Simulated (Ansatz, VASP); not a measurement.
HfRu in VASP and in Ansatz

Contents of INCAR:

```
ALGO = Normal
EDIFF = 1E-6
EDIFFG = -0.005
ENCUT = 600
GGA = CA
IBRION = 2
ISIF = 3
ISMEAR = -1
LASPH = True
LCHARG = False
LREAL = False
LWAVE = False
NELM = 100
NSW = 100
PREC = Accurate
SIGMA = 0.05
```

The input KPOINTS:

```
k-points
0
Gamma
  10 10 10
```

POSCAR

```
HfRu
1.0
    3.1670018895      0.0000000000      0.0000000000
    0.0000000000      3.1670018895      0.0000000000
    0.0000000000      0.0000000000      3.1670018895
Hf Ru
1 1
Direct
    0.0000000000      0.0000000000      0.0000000000
    0.5000000000      0.5000000000      0.5000000000
```

Input for Ansatz:

```yaml
crystal:
  lattice:
    - [3.1670018895, 0.0, 0.0]
    - [0.0, 3.1670018895, 0.0]
    - [0.0, 0.0, 3.1670018895]
  atoms:
    - { symbol: Hf, position: [0.0, 0.0, 0.0] }
    - { symbol: Ru, position: [0.5, 0.5, 0.5] }
kpoints:
  mp_grid: { grid: [10, 10, 10] }
scf:
  occupations: { method: fermi_dirac, width: 0.05 }
hamiltonian:
  xc: lda
  pseudopotentials: { kind: paw }
output:
  forces: true
  stress: true
  efg: { contact_densities: true }
relax:
  f_tol: 0.005
  max_steps: 80
  cell: {}
```

Alike in both runs: task relaxation of cell and atoms; functional LDA; k mesh 10 × 10 × 10; occupations fermi-dirac, width 0.05 eV; no spin polarisation.

|  | VASP | Ansatz |
| --- | --- | --- |
| version | VASP 6.6.1 | Ansatz 0.2.0 |
| potentials or method | VASP PAW LDA potentials, release 64 (Hf_pv, Ru_pv) | PAW with Ansatz's default frozen-core files, scalar-relativistic |
| plane-wave cutoff (eV) | 600 | 420 |
| valence electrons in the cell | 24 | 42 |

|  | VASP | Ansatz | Ansatz less VASP |
| --- | --- | --- | --- |
| relaxed volume (Å³/atom) | 16.07 | 16.10 | +0.024 |
| relaxed cell length with the largest relative difference (Å) | 3.180 | 3.181 | +0.0016 |
| energy change over the relaxation (meV/atom) | -2 | -2 | -0.4 |

The two sets of potentials don't hold the same shells in valence. Ansatz warned: «gradients_without_spin_orbit».

The runs have no spin-orbit coupling, so splittings on Hf are missing.
